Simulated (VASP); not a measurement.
A cell of Ni$_{3}$Al (L1_2) near equilibrium:

```
CELL_PARAMETERS angstrom
      3.56409     0.00000     0.00000
      0.00000     3.56409     0.00000
      0.00000     0.00000     3.56409
ATOMIC_POSITIONS crystal
  Al 0.00000 0.00000 0.00000
  Ni 0.00000 0.50000 0.50000
  Ni 0.50000 0.00000 0.50000
  Ni 0.50000 0.50000 0.00000
```
Starting moments (μB, in the order of the record's atoms Al Ni Ni Ni): 0.0 0.3 0.3 0.3.

Level of theory: PBE GGA, VASP's PBE PAW potentials (set 64) (plane waves; VASP 6.6.1).

```
run               ΔE (meV/atom)    σxx    σyy    σzz  largest shear component, with its sign (GPa)  largest force (eV/Å)  moment (μB)
----------------  -------------  -----  -----  -----  --------------------------------------------  --------------------  -----------
as it is                    0.0   0.44   0.44   0.44                                          0.00                 0.000         0.76
after one change          110.8  29.89  29.89  29.89                                          0.00                 0.000         0.63
```
Stress is in GPa, positive when the cell is compressed.

Task: What was changed between the two runs?
(A) isotropic strain of -1.5 %
(B) isotropic strain of -4.0 %
(C) isotropic strain of -2.0 %
(D) atom 3 (Ni) moved by 0.200 Å along z

Result: B, isotropic strain of -4.0 %

The compound is Ni3Al in the L1_2 structure. The spin order is the one that the start imposed; others were not tried in this run.
